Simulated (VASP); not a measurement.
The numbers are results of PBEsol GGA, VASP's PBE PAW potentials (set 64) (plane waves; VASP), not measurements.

VASP ran on this input.

File POSCAR:
```
Tc
1.0
  1.3588973053  -2.3536795591   0.0000000000
  1.3588973053   2.3536795591   0.0000000000
  0.0000000000   0.0000000000   4.3536353485
Tc
2
Cartesian
  1.3588973053   0.7845614222   1.0884088371
  1.3588973053  -0.7845614222   3.2652265114
```

### KPOINTS
```
Automatic
0
gamma
14 14 8
```

INCAR:
```
! general
SYSTEM  = Tc
PREC    = Accurate
ENCUT   = 400
LREAL   = .FALSE.
LASPH   = .TRUE.

! electronic loop
EDIFF   = 1E-8
NELM    = 100
ALGO    = Normal
LMAXMIX = 4

! smearing
ISMEAR  = 1
SIGMA   = 0.1

! functional
GGA     = PS

! ions
IBRION  = 1
NSW     = 30
ISIF    = 2
EDIFFG  = -0.001

! output
LWAVE   = .FALSE.
LCHARG  = .FALSE.
```

POTCAR, in this order: Tc_pv (PBE.64 set). Program: vasp_std.

**Question.** What will the output report for the number of irreducible k-points (NKPTS), largest plane-wave count, number of space-group operations, FFT grid (NGX, NGY, NGZ)?

**Answer.** 
```yaml
number of irreducible k-points (NKPTS): 120
largest_plane_wave_count: 537
number_of_space_group_operations: 24
FFT grid (NGX, NGY, NGZ): 18 × 18 × 28
```

The compound is Tc in the hcp structure. It was relaxed first. The start is the result of an earlier pass.
